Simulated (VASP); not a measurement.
The system is MgAuCl2.

```
Mg Au Cl
1.0
     5.31690    0.00000    0.00000
     0.00000    5.31690    0.00000
     0.00000    0.00000    2.74067
Mg Au Cl
1 1 2
Direct
  0.50000 0.50000 0.50000
  0.00000 0.00000 0.00000
  0.50000 0.00000 0.00000
  0.00000 0.50000 0.00000
```

The cell was built by a generator and needn't be a form met in nature.

| Quantity | Value |
| --- | --- |
| Program | VASP 6.6.1 |
| Task | relaxation of cell and atoms |
| Functional | PBE |
| Potentials or basis | VASP PAW PBE potentials, release 64 (Mg, Au, Cl) |
| Cutoff | 600 eV |
| k mesh | 4 × 4 × 6 |
| Occupations | gaussian, width 0.1 eV |
| Spin | no spin polarisation |

At the start: pressure 9.8 GPa; volume 19.37 Å³/atom.

Task: Where does the relaxation end?

Result: Over 6 steps the energy falls by 244.9 meV/atom and the volume is 22.55 Å³/atom (+16.4 %); space group P4/mmm (No. 123, to 0.05 Å).

Step by step:
| step | energy change (eV) | largest force (eV/Å) | pressure (GPa) | volume (Å³) |
| --- | --- | --- | --- | --- |
| 1 | 0.0000 | 0.0000 | 9.77 | 77.48 |
| 2 | -0.9758 | 0.0000 | -0.30 | 90.65 |
| 3 | -0.9767 | 0.0000 | -0.40 | 90.96 |
| 4 | -0.9792 | 0.0000 | 0.11 | 90.03 |
| 5 | -0.9792 | 0.0000 | 0.13 | 89.98 |
| 6 | -0.9796 | 0.0000 | 0.07 | 90.20 |

Final structure:
```
Mg Au Cl
1.0
     5.27452    0.00000    0.00000
     0.00000    5.27452    0.00000
     0.00000    0.00000    3.24237
Mg Au Cl
1 1 2
Direct
  0.50000 0.50000 0.50000
  0.00000 0.00000 0.00000
  0.50000 0.00000 0.00000
  0.00000 0.50000 0.00000
```

Caveat: the k mesh is coarse (spacing up to 0.38 Å⁻¹), so the values aren't converged; the volume moved by over 15 % at a fixed basis, so the end points are rough; an odd number of electrons without spin polarisation forces a metal; a magnetic or distorted state may lie lower.
